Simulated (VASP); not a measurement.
Data:

```
CELL_PARAMETERS angstrom
      0.00000     2.75996     2.75996
      2.75996     0.00000     2.75996
      2.75996     2.75996     0.00000
ATOMIC_POSITIONS crystal
  Ca 0.00000 0.00000 0.00000
  F  0.75000 0.75000 0.75000
  F  0.25000 0.25000 0.25000
```

Calculation: PBE GGA, VASP's PBE PAW potentials (set 64) (plane waves; VASP 6.6.1). Run with 400 eV cut-off, 10×10×10 Γ-centred mesh, Gaussian smearing of 0.010 eV, potentials Ca_sv F.

At this cut-off the stress carries a Pulay error, which pulls relaxed volumes low. Energy and stress use the plane-wave basis of the starting cell.

Task: The ions, cell shape and volume are relaxed. Predict the relaxed structure.

Result: 
```
CELL_PARAMETERS angstrom
      0.00000     2.70152     2.70152
      2.70152     0.00000     2.70152
      2.70152     2.70152     0.00000
ATOMIC_POSITIONS crystal
  Ca 0.00000 0.00000 0.00000
  F  0.75000 0.75000 0.75000
  F  0.25000 0.25000 0.25000
```
Space group Fm-3m (225), at a tolerance of 0.03 Å.

Task: How do energy and volume change from the first to the last step?

Result: The energy (σ→0) changes by -23.7 meV/atom and the volume by -6.2 %, in 3 ionic steps.

The structure comes from a computed database's CaF2 entry; how it stands against other phases isn't given here. This run relaxes it. Symmetry was kept, so distortions that lower it aren't found. The run is one of a series of settings (EDIFFG = -0.01, IBRION = 2, ISIF = 3, NSW = 50 against the base run), some of them coarse on purpose.
